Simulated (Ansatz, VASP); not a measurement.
## One calculation of Rb3Sr, two programs

```
Rb Sr
1.0
     6.80481    0.00000    0.00000
     0.00000    6.80481    0.00000
     0.00000    0.00000    6.80481
Rb Sr
3 1
Direct
  0.50000 0.00000 0.00000
  0.00000 0.50000 0.00000
  0.00000 0.00000 0.50000
  0.50000 0.50000 0.50000
```

Alike in both runs: task single point; functional PBE; k mesh 6 × 6 × 6; occupations gaussian, width 0.1 eV; no spin polarisation.

```csv
,VASP,Ansatz
version,VASP 6.6.1,Ansatz 0.2.0
potentials or method,"VASP PAW PBE potentials, release 64 (Rb_sv, Sr_sv)","scalar-relativistic, plane waves, PAW"
plane-wave cutoff (eV),520,420
valence electrons in the cell,37,37
```

|  | VASP | Ansatz | Ansatz less VASP |
| --- | --- | --- | --- |
| gap on the k mesh at the Fermi level (eV) | none | none | - |
| pressure (GPa) | 0.1 | 0.1 | 0.00 |

A gap of «none» marks a metal or a gap that the smearing closes.
